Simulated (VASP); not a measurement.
Data:

```
CELL_PARAMETERS angstrom
      0.00000     3.27276     3.27276
      3.27276     0.00000     3.27276
      3.27276     3.27276     0.00000
ATOMIC_POSITIONS crystal
  Cd 0.00000 0.00000 0.00000
  Te 0.25000 0.25000 0.25000
```

Calculation: r2SCAN meta-GGA, VASP's PBE PAW potentials (set 64) (plane waves; VASP 6.6.1). Settings: 480 eV cut-off, 6×6×6 Γ-centred mesh, Gaussian smearing of 0.050 eV, potentials Cd Te.

Stress in GPa, positive for a compressed cell; the cube axes lie along x, y and z, and the ions stay on their sites.

```csv
strain,σxx,σyy,σzz
none,0.33,0.33,0.33
"εxx = +0.5 %, εyy = +0.5 %",-0.11,-0.11,-0.03
"εxx = +1.5 %, εyy = +1.5 %, εzz = +1.5 %",-1.36,-1.36,-1.36
"εxx = -1.5 %, εyy = -1.5 %, εzz = -1.5 %",2.43,2.43,2.43
"εxx = -0.5 %, εyy = -0.5 %, εzz = -0.5 %",0.98,0.98,0.98
```

### Question
Fit C11 and C12 to these rows, and predict the stress for εxx = -1.5 %, εzz = -1.5 %.

### Answer
Least squares on Δσ_i = −C11 ε_i − C12 (ε_j + ε_k) over all components shown gives C11 = 53 GPa and C12 = 37 GPa, and so σxx, σyy, σzz = 1.67, 1.43, 1.67 GPa. The run gave 1.76, 1.51, 1.76 GPa; the difference holds the non-linear terms and numerical noise.

Left out are shears, moved atoms, failed runs and, from the fit, strains over 2.5 %.

The compound is CdTe in the zinc blende structure.
